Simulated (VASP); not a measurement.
A convergence study with VASP on SiC (zinc blende): a few settings are varied, all else stays as given below, so the limit is that of these other settings. The cell's lengths are 1 % over those of the tabulated start and one atom is moved, so it is off equilibrium.

```xyz
2
Lattice="0.0000 2.2018 2.2018 2.2018 0.0000 2.2018 2.2018 2.2018 0.0000" Properties=species:S:1:pos:R:3 pbc="T T T"
Si     0.0000     0.0000     0.0000
C      1.1615     1.1009     1.1009
```

All values below come from LDA (Ceperley-Alder, Perdew-Zunger), VASP's LDA PAW potentials (set 64) (plane waves; VASP). The last row used: 700 eV cut-off, 9×9×9 Γ-centred mesh, Gaussian smearing of 0.050 eV, potentials Si C.

```csv
setting,E (eV/atom),pressure (GPa),electronic steps
"ALGO = Normal, EDIFF = 1E-2",-8.2908,-10.20,9
"ALGO = Normal, EDIFF = 1E-3",-8.2908,-10.20,9
"ALGO = Normal, EDIFF = 1E-4",-8.2908,-10.11,10
"ALGO = Normal, EDIFF = 1E-5",-8.2908,-10.11,10
"ALGO = Normal, EDIFF = 1E-6",-8.2908,-10.08,11
"ALGO = Normal, EDIFF = 1E-8",-8.2908,-10.09,13
"ALGO = Normal, EDIFF = 1E-9",-8.2908,-10.09,14
"ALGO = Fast, EDIFF = 1E-2",-8.2908,-10.25,10
"ALGO = Fast, EDIFF = 1E-3",-8.2908,-10.42,10
"ALGO = Fast, EDIFF = 1E-4",-8.2908,-9.92,11
"ALGO = Fast, EDIFF = 1E-5",-8.2908,-10.13,13
"ALGO = Fast, EDIFF = 1E-6",-8.2908,-10.09,15
"ALGO = Fast, EDIFF = 1E-7",-8.2908,-10.09,16
"ALGO = Fast, EDIFF = 1E-8",-8.2908,-10.09,17
"ALGO = Fast, EDIFF = 1E-9",-8.2908,-10.09,18
"ALGO = All, EDIFF = 1E-2",-8.2907,-10.01,10
"ALGO = All, EDIFF = 1E-3",-8.2907,-10.01,10
"ALGO = All, EDIFF = 1E-4",-8.2908,-10.08,11
"ALGO = All, EDIFF = 1E-5",-8.2908,-10.09,12
"ALGO = All, EDIFF = 1E-6",-8.2908,-10.09,13
"ALGO = All, EDIFF = 1E-7",-8.2908,-10.09,14
"ALGO = All, EDIFF = 1E-8",-8.2908,-10.09,15
"ALGO = All, EDIFF = 1E-9",-8.2908,-10.09,16
```

Left out are rungs that failed or repeat a setting and relaxations that didn't move; long series are thinned to 24 rows.

The compound is SiC in the zinc blende structure. The cell was not relaxed at this level, it is distorted from the ideal structure.
